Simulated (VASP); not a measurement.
Here is the system:

```xyz
5
Lattice="5.6751 0.0000 0.0000 0.0000 5.6751 0.0000 0.0000 0.0000 5.6751" Properties=species:S:1:pos:R:3 pbc="T T T"
Cs     0.0000     0.0000     0.0000
Pb     2.8375     2.8375     2.8375
Cl     2.8375     0.0000     2.8375
Cl     0.0000     2.8375     2.8375
Cl     2.8375     2.8375     0.0000
```

The numbers are results of r2SCAN meta-GGA, VASP's PBE PAW potentials (set 64) (plane waves; VASP), not measurements. Settings: 520 eV cut-off, 4×4×4 Γ-centred mesh, Gaussian smearing of 0.050 eV, potentials Cs_sv Pb_d Cl.

Unless said otherwise, spin-orbit coupling is left out, though it shifts the bands of the heavy elements here.

Q: What does the run give for the energy per atom (σ→0), band gap (on the k-mesh) with the smallest direct gap where there is one?

A: 
```
Quantity                                       Value
-----------------------------------  ---------------
band gap (on the k-mesh)                     2.47 eV
smallest direct gap (on the k-mesh)          2.47 eV
energy per atom (σ→0)                -21.635 eV/atom
```

Total energies compare only between runs with the same potentials, cut-off and functional.

The compound is CsPbCl3 in the cubic perovskite structure, the ideal cubic form; the compound distorts at low or room temperature. It was relaxed first. The start is the result of an earlier pass.
